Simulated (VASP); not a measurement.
Computed with revPBE GGA, VASP's PBE PAW potentials (set 64) (plane waves; VASP).

The input files of a VASP run:

### INCAR
```
SYSTEM=Ir
EDIFF=1E-6   # SCF stop (eV)
PREC=Accurate
GGA=RE
LMAXMIX=6   # l cut-off of mixed one-centre charges
NELM=100   # most electronic steps
IBRION=2   # conjugate gradients
LASPH=.True.   # aspherical one-centre terms
LCHARG=.False.
EDIFFG=-0.01
ISIF=3
ENCUT=520
NSW=60   # most ionic steps
ISMEAR=1   # Methfessel-Paxton
ALGO=Normal   # blocked Davidson
SIGMA=0.1
LREAL=.False.   # projection in real space or not
LWAVE=.False.
```

**POSCAR**
```
Ir
1
    0.0000000000     1.9200000000     1.9200000000
    1.9200000000     0.0000000000     1.9200000000
    1.9200000000     1.9200000000     0.0000000000
Ir
1
Direct
  0.0000000000   0.0000000000   0.0000000000
```

KPOINTS:
```
Automatic mesh
0
Gamma
15 15 15
```

POTCAR, in this order: Ir (PBE.64 set). Program: vasp_std.

Output of the run:

OSZICAR:
```
       N       E                     dE             d eps       ncg     rms          rms(c)
DAV:   1     0.421263171878E+02    0.42126E+02   -0.45009E+03  1976   0.102E+03
DAV:   2    -0.822448349587E+01   -0.50351E+02   -0.48456E+02  1928   0.203E+02
DAV:   3    -0.883071814945E+01   -0.60623E+00   -0.60355E+00  2904   0.304E+01
DAV:   4    -0.883378110906E+01   -0.30630E-02   -0.30621E-02  2408   0.145E+00
DAV:   5    -0.883380757264E+01   -0.26464E-04   -0.26464E-04  2880   0.844E-02    0.150E+01
DAV:   6    -0.839867486547E+01    0.43513E+00   -0.88878E-01  2192   0.134E+01    0.634E+00
DAV:   7    -0.831228702719E+01    0.86388E-01   -0.31277E-01  2536   0.740E+00    0.153E+00
DAV:   8    -0.830718914583E+01    0.50979E-02   -0.20566E-03  2112   0.722E-01    0.579E-01
DAV:   9    -0.830618702165E+01    0.10021E-02   -0.92919E-04  2536   0.504E-01    0.137E-02
DAV:  10    -0.830619429542E+01   -0.72738E-05   -0.43197E-06  2600   0.209E-02    0.648E-03
DAV:  11    -0.830619440099E+01   -0.10557E-06   -0.16201E-07  1544   0.517E-03
   1 F= -.83061944E+01 E0= -.83060736E+01  d E =-.830619E+01
       N       E                     dE             d eps       ncg     rms          rms(c)
DAV:   1    -0.942170922389E+01   -0.11155E+01   -0.45402E+01  2032   0.108E+02    0.773E+00
DAV:   2    -0.821201966423E+01    0.12097E+01   -0.39410E+00  2072   0.255E+01    0.493E+00
DAV:   3    -0.813130286443E+01    0.80717E-01   -0.33156E-01  2552   0.659E+00    0.309E+00
DAV:   4    -0.813010314968E+01    0.11997E-02   -0.10975E-02  2496   0.639E-01    0.913E-01
DAV:   5    -0.813063129133E+01   -0.52814E-03   -0.11804E-03  2600   0.305E-01    0.933E-02
DAV:   6    -0.813070691011E+01   -0.75619E-04   -0.42791E-05  2664   0.449E-02    0.337E-03
DAV:   7    -0.813070678538E+01    0.12473E-06   -0.63366E-07  1672   0.112E-02
   2 F= -.81307068E+01 E0= -.81305336E+01  d E =0.175488E+00
       N       E                     dE             d eps       ncg     rms          rms(c)
DAV:   1    -0.906907837759E+01   -0.93837E+00   -0.27581E+01  2032   0.849E+01    0.871E+00
DAV:   2    -0.839652391509E+01    0.67255E+00   -0.16864E+00  2048   0.181E+01    0.159E+00
DAV:   3    -0.832239689459E+01    0.74127E-01   -0.33422E-01  2296   0.729E+00    0.733E-01
DAV:   4    -0.832285145876E+01   -0.45456E-03   -0.27958E-03  2536   0.513E-01    0.373E-01
DAV:   5    -0.832352702503E+01   -0.67557E-03   -0.19787E-03  2568   0.357E-01    0.347E-02
DAV:   6    -0.832357239171E+01   -0.45367E-04   -0.32136E-05  2440   0.483E-02    0.552E-03
DAV:   7    -0.832357273432E+01   -0.34262E-06   -0.66824E-07  2000   0.757E-03
   3 F= -.83235727E+01 E0= -.83234506E+01  d E =-.173783E-01
       N       E                     dE             d eps       ncg     rms          rms(c)
DAV:   1    -0.832375650710E+01   -0.18412E-03   -0.51922E-03  2064   0.119E+00    0.995E-02
DAV:   2    -0.832363540823E+01    0.12110E-03   -0.32147E-04  2136   0.246E-01    0.354E-02
DAV:   3    -0.832362339202E+01    0.12016E-04   -0.61599E-05  2328   0.982E-02    0.132E-02
DAV:   4    -0.832362425040E+01   -0.85838E-06   -0.14069E-06  1856   0.130E-02
   4 F= -.83236243E+01 E0= -.83235023E+01  d E =-.174298E-01
```

File OUTCAR:
```
------------------------ aborting loop because EDIFF is reached ----------------------------------------
  FORCE on cell =-STRESS in cart. coord.  units (eV):
  Direction    XX          YY          ZZ          XY          YZ          ZX
  --------------------------------------------------------------------------------------
  Total       -0.0056204     -0.0056204     -0.0056204     -0.0000000      0.0000000      0.0000000
  in kB       -0.6153667     -0.6153667     -0.6153667     -0.0000000      0.0000000      0.0000000
  external PRESSURE =      -0.6153667 kB  Pullay stress =       0.0000000 kB
  volume of cell :       14.63
      direct lattice vectors                 reciprocal lattice vectors
     0.000000000  1.941348022  1.941348022    -0.257552996  0.257552996  0.257552996
     1.941348022  0.000000000  1.941348022     0.257552996 -0.257552996  0.257552996
     1.941348022  1.941348022 -0.000000000     0.257552996  0.257552996 -0.257552996
 POSITION                                       TOTAL-FORCE (eV/Angst)
 -----------------------------------------------------------------------------------
      0.00000      0.00000      0.00000         0.000000      0.000000     -0.000000
 -----------------------------------------------------------------------------------
    total drift:                                0.000000      0.000000      0.000000
  FREE ENERGIE OF THE ION-ELECTRON SYSTEM (eV)
  ---------------------------------------------------
  free  energy   TOTEN  =        -8.3236242504 eV

  energy  without entropy=       -8.3232584358  energy(sigma->0) =       -8.32350231

 reached required accuracy - stopping structural energy minimisation
```
(Selected blocks of OUTCAR.)

CONTCAR:
```
Ir
   1.00000000000000
     0.0000000000000000    1.9413480216685284    1.9413480216685284
     1.9413480216685284    0.0000000000000000    1.9413480216685284
     1.9413480216685284    1.9413480216685284   -0.0000000000000000
  Ir
     1
Direct
     0.0000000000000000    0.0000000000000000    0.0000000000000000
```

OUTCAR:
```
 val. band max:        9.9319991281   @ k =  -0.3333   0.2667   0.0667

 cond. band min:       9.9527909064   @ k =  -0.3333   0.2000   0.0667


 Fermi energy:         9.9414679144

 k-point     1 :       0.0000    0.0000    0.0000
  band No.  band energies     occupation
      1      -0.8593      2.00000
      2       6.1953      2.00000
      3       6.1953      2.00000
      4       6.1953      2.00000
      5       8.7347      2.00000
      6       8.7347      2.00000
      7      24.2489      0.00000
      8      29.6503      0.00000

 k-point     2 :       0.0667    0.0000    0.0000
  band No.  band energies     occupation
      1      -0.6689      2.00000
      2       6.0965      2.00000
      3       6.2764      2.00000
      4       6.2764      2.00000
      5       8.6840      2.00000
      6       8.6840      2.00000
      7      24.5713      0.00000
      8      28.6512      0.00000

 k-point     3 :       0.1333    0.0000    0.0000
  band No.  band energies     occupation
      1      -0.1255      2.00000
      2       5.8611      2.00000
      3       6.4733      2.00000
      4       6.4733      2.00000
      5       8.5952      2.00000
      6       8.5952      2.00000
      7      25.4124      0.00000
      8      26.8494      0.00000

 k-point     4 :       0.2000    0.0000    0.0000
  band No.  band energies     occupation
      1       0.6681      2.00000
      2       5.6619      2.00000
      3       6.6300      2.00000
      4       6.6300      2.00000
      5       8.6562      2.00000
      6       8.6562      2.00000
      7      24.9429      0.00000
      8      26.3498      0.00000

 k-point     5 :       0.2667    0.0000    0.0000
  band No.  band energies     occupation
      1       1.4772      2.00000
      2       5.7863      2.00000
      3       6.5872      2.00000
      4       6.5872      2.00000
      5       9.0420      2.00000
      6       9.0420      2.00000
      7      23.0220      0.00000
...
```

Energy and stress use the plane-wave basis of the starting cell. Unless said otherwise, spin-orbit coupling is left out, though it shifts the bands of the heavy elements here.

The compound is Ir in the fcc structure. This run relaxes it. Symmetry was kept, so distortions that lower it aren't found.
